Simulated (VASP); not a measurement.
Input:

```
WSe2
1.0
    1.66196    -2.87860     0.00000
    1.66196     2.87860     0.00000
    0.00000     0.00000    14.75739
W Se
2 4
Direct
  0.33333   0.66667   0.25000
  0.66667   0.33333   0.75000
  0.33333   0.66667   0.86379
  0.66667   0.33333   0.36379
  0.66667   0.33333   0.13621
  0.33333   0.66667   0.63621
```

Method: PBE GGA, VASP's PBE PAW potentials (set 64) (plane waves; VASP 6.6.1). Settings: 400 eV cut-off, Gaussian smearing of 0.050 eV, potentials W_sv Se.

Without a dispersion term in the relaxation, distances and binding between the weakly bound layers, chains or molecules are unreliable, and so is what depends on them. Unless said otherwise, spin-orbit coupling is left out, though it shifts the bands of the heavy elements here.

Predict the band gap (along the path) with the smallest direct gap where there is one.

band gap (along the path): 1.43 eV
smallest direct gap (along the path): 1.51 eV

The absolute energy has meaning only against runs of the same code, potentials and settings.

The compound is WSe2 in the 2H layered structure. It was relaxed first, which changed the volume by +17 %.
